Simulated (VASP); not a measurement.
Data:

```xyz
1
Lattice="0.0000 1.9035 1.9035 1.9035 0.0000 1.9035 1.9035 1.9035 0.0000" Properties=species:S:1:pos:R:3 pbc="T T T"
Rh     0.0000     0.0000     0.0000
```

These are PBE GGA, VASP's PBE PAW potentials (set 64) (plane waves; VASP) values and carry that method's errors. Settings: 480 eV cut-off, 16×16×16 Γ-centred mesh, first-order Methfessel-Paxton smearing of 0.10 eV, potentials Rh_pv.

Q: Estimate the energy per atom (σ→0), pressure, band gap (on the k-mesh) with the smallest direct gap where there is one.

A: 
The band gap (on the k-mesh) is none (metal, semimetal or under 0.01 eV). The energy per atom (σ→0) comes out as -7.254 eV/atom and the pressure is 4.94 GPa.

Total energies compare only between runs with the same potentials, cut-off and functional.

The compound is Rh in the fcc structure. It was relaxed first under an external pressure of 5 GPa.
